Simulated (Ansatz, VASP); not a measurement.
**ScAl3 in two plane-wave programs**

One calculation is typed for both programs; each brings its own data sets and cutoff. How far apart do they land? The cell is a member of a volume series, scaled by 0.985 from a relaxed one, so a pressure remains.

Program: Ansatz 0.2.0. Level of theory: plane waves, with VASP 6.6.1 beside it; single point at LDA. Results are calculated unless marked as measured.

## Step 1: The starting structure

It takes space group Pm-3m (No. 221, cubic). Conventional cell: a = 4.013 Å, b = 4.013 Å, c = 4.013 Å, α = 90.00°, β = 90.00°, γ = 90.00°. Nearest to Sc lie 12 Al at 2.84 Å. Nearest to Al lie 4 Sc at 2.84 Å and 8 Al at 2.84 Å. Farther neighbours are not listed.

Structure file:

```cif
data_structure
_symmetry_space_group_name_H-M 'P 1'
_symmetry_Int_Tables_number 1
_cell_length_a 4.0128
_cell_length_b 4.0128
_cell_length_c 4.0128
_cell_angle_alpha 90.000
_cell_angle_beta 90.000
_cell_angle_gamma 90.000
_cell_volume 64.62
loop_
_atom_site_label
_atom_site_type_symbol
_atom_site_fract_x
_atom_site_fract_y
_atom_site_fract_z
_atom_site_occupancy
Sc1 Sc 0.00000 0.00000 0.00000 1
Al2 Al 0.50000 0.50000 0.00000 1
Al3 Al 0.00000 0.50000 0.50000 1
Al4 Al 0.50000 0.00000 0.50000 1
```

## Step 2: VASP: single point, LDA, volume scaled by 0.985

With cell and atoms fixed, the geometry can't cause a difference; cores, projectors, grids and the points listed under the comparison can.

Lines of VASP's logs that name or quote its potential files are left out, and so is its time.

The input asks for a relaxation, which ended at its first step since no free force or stress exceeded the threshold; so it serves as a single point.

File INCAR:

```
SYSTEM = ScAl3
PREC = Accurate
ENCUT = 450
EDIFF = 1E-06
NELM = 100
ISMEAR = 1
SIGMA = 0.15
LREAL = .FALSE.
ALGO = Normal
GGA = CA
NBANDS = 16
LORBIT = 11
LWAVE = .FALSE.
LCHARG = .FALSE.
KPAR = 4
IBRION = 2
NSW = 30
ISIF = 4
EDIFFG = -0.01
```

File POSCAR:

```
ScAl3
1.0
    4.0128447969      0.0000000000      0.0000000000
    0.0000000000      4.0128447969      0.0000000000
    0.0000000000      0.0000000000      4.0128447969
Sc Al
1 3
Direct
    0.0000000000      0.0000000000      0.0000000000
    0.5000000000      0.5000000000      0.0000000000
    0.0000000000      0.5000000000      0.5000000000
    0.5000000000      0.0000000000      0.5000000000
```

File KPOINTS:

```
Automatic mesh
0
Gamma
10 10 10
0 0 0
```

The projector-augmented-wave data sets are Sc_sv and Al (LDA family, release 64).

Run with:

```console
$ mpirun -np 4 vasp_std
```

Numbers of over 12 decimals in the logs are rounded to 6 here.

The log of the run:

```text
[banner, memory and clock lines left out]
running    4 mpi-ranks, on    1 nodes
 distrk:  each k-point on    1 cores,    4 groups
 distr:  one band on    1 cores,    1 groups

 POSCAR found type information on POSCAR ScAl
 POSCAR found :  2 types and       4 ions
 LDA part: xc-table for (Slater(with rela. corr.)+CA(PZ))
 , standard interpolation
 POSCAR, INCAR and KPOINTS ok, starting setup
 FFT: planning ... GRIDC
 FFT: planning ... GRID_SOFT
 FFT: planning ... GRID
 WAVECAR not read
 entering main loop
       N       E                     dE             d eps       ncg     rms          rms(c)
DAV:   1     0.101242563011E+03    0.10124E+03   -0.77034E+03  1816   0.103E+03
DAV:   2    -0.168315371691E+02   -0.11807E+03   -0.11584E+03  1880   0.310E+02
DAV:   3    -0.221629127063E+02   -0.53314E+01   -0.50426E+01  2872   0.582E+01
DAV:   4    -0.222403364413E+02   -0.77424E-01   -0.77126E-01  2352   0.730E+00
DAV:   5    -0.222420323840E+02   -0.16959E-02   -0.16958E-02  2680   0.104E+00    0.990E+00
DAV:   6    -0.213702999280E+02    0.87173E+00   -0.40817E+00  2928   0.235E+01    0.358E+00
DAV:   7    -0.213115513411E+02    0.58749E-01   -0.10689E-01  2696   0.285E+00    0.209E+00
DAV:   8    -0.212851330017E+02    0.26418E-01   -0.40325E-02  3040   0.168E+00    0.260E-01
DAV:   9    -0.212847940129E+02    0.33899E-03   -0.56440E-03  2728   0.952E-01    0.167E-01
DAV:  10    -0.212845863002E+02    0.20771E-03   -0.71558E-04  3000   0.314E-01    0.648E-02
DAV:  11    -0.212845833634E+02    0.29368E-05   -0.17750E-05  2136   0.306E-02    0.252E-02
DAV:  12    -0.212845752754E+02    0.80880E-05   -0.53635E-05  2984   0.884E-02    0.379E-03
DAV:  13    -0.212845753139E+02   -0.38448E-07   -0.15571E-06  1712   0.153E-02
   1 F= -.21284575E+02 E0= -.21285533E+02  d E =-.212846E+02
 curvature:   0.00 expect dE= 0.000E+00 dE for cont linesearch  0.000E+00
 trial: gam= 0.00000 g(F)=  0.000E+00 g(S)=  0.566E-33 ort = 0.000E+00 (trialstep = 0.100E+01)
 search vector abs. value=  0.100E-09
 reached required accuracy - stopping structural energy minimisation
```

From OUTCAR (step 2):

```text
ion  position               nearest neighbor table
   1  0.000  0.000  0.000-   2 2.84   3 2.84   4 2.84   3 2.84   4 2.84   2 2.84   3 2.84   3 2.84
                             2 2.84   4 2.84   4 2.84   2 2.84
   2  0.500  0.500  0.000-   1 2.84   3 2.84   4 2.84   3 2.84   4 2.84   1 2.84   4 2.84   4 2.84
                             1 2.84   3 2.84   3 2.84   1 2.84
   3  0.000  0.500  0.500-   1 2.84   2 2.84   4 2.84   1 2.84   2 2.84   1 2.84   4 2.84   1 2.84
                             2 2.84   4 2.84   2 2.84   4 2.84
   4  0.500  0.000  0.500-   1 2.84   2 2.84   3 2.84   1 2.84   2 2.84   2 2.84   3 2.84   2 2.84
                             1 2.84   3 2.84   1 2.84   3 2.84

  LATTYP: Found a simple cubic cell.
 ALAT       =     4.0128447969

 Subroutine GETGRP returns: Found 48 space group operations
 (whereof 48 operations were pure point group operations)

The static configuration has the point symmetry O_h .

 Found     56 irreducible k-points:

   k-points           NKPTS =     56   k-points in BZ     NKDIM =     56   number of bands    NBANDS=     16

   dimension x,y,z NGX =    28 NGY =   28 NGZ =   28
   dimension x,y,z NGXF=    56 NGYF=   56 NGZF=   56

   ENCUT  =  450.0 eV  33.07 Ry    5.75 a.u.   6.94  6.94  6.94*2*pi/ulx,y,z

   NELECT =      20.0000    total number of electrons

 k-points in reciprocal lattice and weights: Automatic mesh
   0.00000000  0.00000000  0.00000000       0.001
   0.10000000  0.00000000  0.00000000       0.006
   0.20000000  0.00000000  0.00000000       0.006
   0.30000000  0.00000000  0.00000000       0.006
   0.40000000  0.00000000  0.00000000       0.006
   0.50000000  0.00000000  0.00000000       0.003
   0.10000000  0.10000000  0.00000000       0.012
   0.20000000  0.10000000  0.00000000       0.024
   0.30000000  0.10000000  0.00000000       0.024
[...]
0.50000000  0.50000000  0.40000000       0.006
   0.50000000  0.50000000  0.50000000       0.001

 average (electrostatic) potential at core
       1 -42.4645       2 -70.7965       3 -70.7965       4 -70.7965

 E-fermi :   7.5819

 k-point     1 :       0.0000    0.0000    0.0000
  band No.  band energies     occupation
    ...
      6       4.8615      2.00000
      7       4.8615      2.00000
      8       5.7646      2.00000
      9       5.7646      2.00000
     10       5.7646      2.00000
     11       8.8525     -0.00000
     12       8.8651     -0.00000
     13       8.8651     -0.00000
     14       8.8651     -0.00000
     15      12.6909      0.00000
    ...

 k-point     2 :       0.1000    0.0000    0.0000
  band No.  band energies     occupation
    ...
      6       4.1088      2.00000
      7       4.9342      2.00000
      8       5.7686      2.00000
      9       5.7686      2.00000
     10       6.2535      2.00000
     11       8.8185     -0.00000
     12       8.8185     -0.00000
     13       8.8962     -0.00000
     14       9.2564     -0.00000
     15      11.8205      0.00000
    ...

 k-point     3 :       0.2000    0.0000    0.0000
  band No.  band energies     occupation
    ...
      6       2.9405      2.00000
      7       5.1449      2.00000
      8       5.7756      2.00000
      9       5.7756      2.00000
     10       6.8811      2.00000
     11       8.7274     -0.00000
     12       8.7274     -0.00000
     13       8.9808     -0.00000
     14      10.0848     -0.00000
     15      10.7396      0.00000
    ...

  Total        0.6060196      0.6060196      0.6060196     -0.0000000     -0.0000000      0.0000000
  in kB       15.0258877     15.0258877     15.0258877     -0.0000000     -0.0000000      0.0000000
  external PRESSURE =      15.0258877 kB  Pullay stress =       0.0000000 kB

  energy-cutoff  :      450.00
  volume of cell :       64.62
      direct lattice vectors                 reciprocal lattice vectors
     4.012844797  0.000000000  0.000000000     0.249199770  0.000000000  0.000000000
     0.000000000  4.012844797  0.000000000     0.000000000  0.249199770  0.000000000
     0.000000000  0.000000000  4.012844797     0.000000000  0.000000000  0.249199770

 POSITION                                       TOTAL-FORCE (eV/Angst)
 -----------------------------------------------------------------------------------
      0.00000      0.00000      0.00000         0.000000      0.000000      0.000000
      2.00642      2.00642      0.00000         0.000000      0.000000      0.000000
      0.00000      2.00642      2.00642         0.000000      0.000000      0.000000
      2.00642      0.00000      2.00642         0.000000      0.000000      0.000000
 -----------------------------------------------------------------------------------
    total drift:                               -0.000000     -0.000000     -0.000000

  FREE ENERGIE OF THE ION-ELECTRON SYSTEM (eV)
  ---------------------------------------------------
  free  energy   TOTEN  =       -21.2845753139 eV

  energy  without entropy=      -21.2874489880  energy(sigma->0) =      -21.28553321

 reached required accuracy - stopping structural energy minimisation

 total charge
# of ion       s       p       d       tot
------------------------------------------
    1        2.196   6.157   1.395   9.748
    2        0.429   0.407   0.000   0.836
    3        0.429   0.407   0.000   0.836
    4        0.429   0.407   0.000   0.836
--------------------------------------------------
tot          3.482   7.378   1.395  12.255

[... 3 further parts left out ...]
```

CONTCAR:

```
ScAl3
   1.00000000000000
     4.0128447968999996    0.0000000000000000    0.0000000000000000
     0.0000000000000000    4.0128447968999996    0.0000000000000000
     0.0000000000000000    0.0000000000000000    4.0128447968999996
  Sc              Al
     1     3
Direct
     0.0000000000000000    0.0000000000000000    0.0000000000000000
     0.5000000000000000    0.5000000000000000    0.0000000000000000
     0.0000000000000000    0.5000000000000000    0.5000000000000000
     0.5000000000000000    0.0000000000000000    0.5000000000000000
```

The run keeps the 48 symmetry operations of its start, so it cannot find a distortion of lower symmetry.

## Step 3: Ansatz: single point, LDA, volume scaled by 0.985

Ansatz runs on its default PAW (the set named soft_2) files.

The same cell, functional (in two slightly different forms), mesh and smearing now go to Ansatz, which takes its cutoff from its data sets.

File input.yaml:

```yaml
crystal:
  lattice:
    - [4.0128448, 0.0, 0.0]
    - [0.0, 4.0128448, 0.0]
    - [0.0, 0.0, 4.0128448]
  atoms:
    - { symbol: Sc, position: [0.0, 0.0, 0.0] }
    - { symbol: Al, position: [0.5, 0.5, 0.0] }
    - { symbol: Al, position: [0.0, 0.5, 0.5] }
    - { symbol: Al, position: [0.5, 0.0, 0.5] }
hamiltonian:
  xc: lda
  pseudopotentials: { kind: paw }
kpoints:
  mp_grid: { grid: [10, 10, 10] }
scf:
  occupations: { method: methfessel_paxton, width: 0.15 }
  n_extra_bands: 5
output:
  forces: true
  stress: true
  eigenvalues: true
```

Run with:

```console
$ ansatz run input.yaml --threads 2 --pin off --max-ram 4608MiB --backend cpu --events-out ev --progress --plain --runs-dir out
```

The log of the run:

```text
scf.n_extra_bands = 5 over 10 filled bands (N_el = 20.0): the run solves 15 bands
Engine: ansatz 0.2.0, x86_64-unknown-linux-gnu
Pseudopotentials: kind: paw
Pseudopotential: Sc, paw, valence charge 11, recommended cutoff 420 eV (normal), Sc.paw.azcp
Pseudopotential: Al, paw, valence charge 3, recommended cutoff 420 eV (normal), Al.paw.azcp
Functional definition: SPW92
  exchange = slater_x
  correlation = pw_c
Crystal: 4 atoms, lattice volume = 64.619 Å³
Basis set: ecut = 420 eV, 1237 PW (Γ)
Bands: 15, of which v1, the nominal top of the filled ones, is band 10 counted from 1 (9 counted from 0)
Symmetry: 48 space group operations
Space group: Pm-3m (ITA 221), of the structure as read, at distance tolerance 4.0e-5 Å
k-points: 56 of 1000
Non-local potential: Sc, projectors of the file, l = 0: 3, l = 1: 2, l = 2: 3, l = 3: 1
Non-local potential: Al, projectors of the file, l = 0: 2, l = 1: 2, l = 2: 1
PAW form: soft (Blöchl's): semilocal exchange-correlation on the pseudo side does not see the compensation charge
PAW frozen core: Sc, regenerated for the run's functional, and the local potential with it (the file was generated under x = pbe(κ = 0.804, μ = 0.219515), c = pbe(β = 0.066725))
PAW frozen core: Al, regenerated for the run's functional, and the local potential with it (the file was generated under x = pbe(κ = 0.804, μ = 0.219515), c = pbe(β = 0.066725))
PAW one-centre angular grid: Sc, 590 points (default); XC on 64 Gauss nodes
PAW one-centre angular grid: Al, 110 points (default); XC on 64 Gauss nodes
Initial density: superposition of atomic densities (neutral atoms: chi_scale 0, normalization atom), corrected by the library's trained network
Initial wavefunctions: pseudopotential atomic-orbital guess
Functional: x = slater, c = lda
SCF iter   1: F=—  HF=-3629.648097 eV  |F-HF|=—  |Δ(HF+E_count)|=         —  Δρ=5.02e-3  dr2=3.43e-2  ethr=1.77e-3  ⟨swp⟩=5.2  Hψ=4796  notcnv=0
preconditioner: auto → Kerker (q_TF=auto, 2.244 Å⁻¹)  [metal: Δε(μ)=0.023 eV  Ē_g=6.048 eV  σ=0.150 eV  W_gap=0.13  n_scr=18 (ndim 8)  ℏωp=16.0 eV  f_vac=0.000  D(μ)=0.89/eV (n_scr^D=6)]
SCF iter   2: F=—  HF=-3629.641774 eV  |F-HF|=—  |Δ(HF+E_count)|=   6.32e-3  S|Δr|=    0.00e0  Δρ=2.98e-3  dr2=9.42e-3  ethr=1.72e-4  ⟨swp⟩=1.0  Hψ=1288  notcnv=0
SCF iter   3: F=—  HF=-3629.639063 eV  |F-HF|=—  |Δ(HF+E_count)|=   2.71e-3  S|Δr|=    0.00e0  Δρ=7.81e-4  dr2=8.13e-4  ethr=4.71e-5  ⟨swp⟩=2.4  Hψ=1294  notcnv=0
SCF iter   4: F=—  HF=-3629.638852 eV  |F-HF|=—  |Δ(HF+E_count)|=   2.11e-4  S|Δr|=    0.00e0  Δρ=1.61e-4  dr2=1.97e-5  ethr=4.07e-6  ⟨swp⟩=2.3  Hψ=1104  notcnv=0
SCF iter   5: F=—  HF=-3629.638848 eV  |F-HF|=—  |Δ(HF+E_count)|=   4.72e-6  S|Δr|=    0.00e0  Δρ=3.00e-5  dr2=3.76e-7  ethr=9.84e-8  ⟨swp⟩=2.1  Hψ=1128  notcnv=0
SCF iter   6: F=-3629.638848 eV  HF=-3629.638848 eV  |F-HF|=3.36e-9  |Δ(HF+E_count)|=   7.51e-9  S|Δr|=    0.00e0  Δρ=3.60e-6  dr2=9.90e-9  ethr=5.00e-10  ⟨swp⟩=6.3  Hψ=3938  notcnv=0
SCF 1 converged in 6 iterations: F = -3629.638848 eV  dr2 = 9.90e-9
  greatest PAW one-centre occupation: 0.998 electrons in one spin orbital (limit 2), on the Sc atom at site 0 (counted from 0), in its partial waves of l = 0
SCF converged after 6 iterations
Stability not checked: this state was not tested for a lower state beside it, because cold or Methfessel-Paxton smearing, or corrected tetrahedra, fill the levels in a way that the test cannot read (fill_not_monotonic; see scf.lower_state_search)
Free energy (F): -3629.638848 eV
Harris-Foulkes:  -3629.638848 eV  (|F-HF|=3.36e-9)
Internal energy: -3629.641721 eV  (E = F + TS)
E sigma→0 (E₀):  -3629.639566 eV
Entropy (-TS):   0.002874 eV (0.718 meV/atom)
Fermi energy:    9.649888 eV
--- Per-component energies (eV) ---
  E_band       = -114.723858
  E_kinetic    = 336.889854
  E_local      = -990.441165  (includes V_loc(G=0)·N_el)
  E_nonlocal   = 121.192527
  E_hartree    = 384.606253
  E_xc         = -224.255721
  E_vxc        = -220.487103  (∫ρ·V_xc dr)
  E_paw        = -2241.307980  (= ΣΔE_a)
  E_vpaw       = -131.088790  (= ΣTr[D̂ρ^β])
  E_aug_tail   = -0.000001  (compensation charges beyond the density's cutoff)
  E_ewald      = -1016.797561
  E_core_change = 0.472072  (= ΣΔE_core)
  E_smearing   = 0.002874  (= −TS)
  E_closure    = -0.000000  (closes the sum)
  Σ components = -3629.638848   (vs F -3629.638848, Δ=0.00e0)
--- Forces (eV/Å), atoms counted from 1 ---
  atom   1  Sc     0.00000000     0.00000000     0.00000000
  atom   2  Al     0.00000000     0.00000000     0.00000000
  atom   3  Al     0.00000000    -0.00000000     0.00000000
  atom   4  Al     0.00000000     0.00000000     0.00000000
  max |Σ_I F_I| component: 2.17e-30 eV/Å
--- Stress (GPa, compression-positive) ---
        1.342307      -0.000000       0.000000
        0.000000       1.342307       0.000000
        0.000000       0.000000       1.342307
  P = ⅓ Tr σ = 1.3423 GPa (13.423 kbar)
--- Band table (eV; the first three rows and the last of 56) ---
  k-point 0: bands = [... 6 lower, 6.9297, 7.8351, 7.8351, 7.8351, 10.9121, 10.9320, 10.9320, 10.9320, ... 1 higher]
  k-point 1: bands = [... 6 lower, 7.0026, 7.8392, 7.8392, 8.3228, 10.8852, 10.8852, 10.9633, 11.3159, ... 1 higher]
  k-point 2: bands = [... 6 lower, 7.2138, 7.8470, 7.8470, 8.9491, 10.7931, 10.7931, 11.0481, 12.1447, ... 1 higher]
  k-point 55: bands = [... 6 lower, 4.7342, 5.0092, 6.6908, 6.6908, 6.6908, 10.7191, 12.3204, 12.3204, ... 1 higher]
```

Run time: 1.3 s. Hardware: 2 threads of Intel Xeon Platinum 8375C at 2.90GHz (Ice Lake), shared host; peak memory 0.4 GiB; 2.5 s of CPU time.

The run ends at a pressure of 1.34 GPa.

## Step 4: Differences

Known differences besides the potentials themselves: the two LDA forms differ slightly; the cutoff is 420 eV in Ansatz and 450 eV in VASP; VASP's log shows a relativistic correction to its local exchange, Ansatz's none. Total energies have different zeros and are not compared.

Both answers:

| quantity | Ansatz | VASP | difference |
| --- | --- | --- | --- |
| pressure (GPa) | 1.34 | 1.50 | -0.16 |
| pressure without Ansatz's Pulay correction (GPa) | 1.28 | 1.50 | -0.22 |

Ansatz's pressure holds a Pulay correction of 0.06 GPa; VASP's holds none.

## Step 5: What came out

```json
{
  "difference in pressure (single point, LDA, volume scaled by 0.985)": "-0.16 GPa"
}
```

In words: The difference in pressure is -0.16 GPa (single point, LDA, volume scaled by 0.985), within the 1 GPa picked in this series as the mark of a large difference. How closely two codes agree says nothing of how well the functional describes the real material.

[Lines on the potential files, build, host, timing and source positions are cut from VASP's logs without a mark.]

[Logs are printed without paths, hosts, clocks, repeated set-up lines and the standing remarks that a program may print on its own settings, such as how far it seeks lower states.]

[Hosts, paths, dates, database ids (printed as entryN), source tags and the programs' standing remarks are cut or masked in the printed files.]
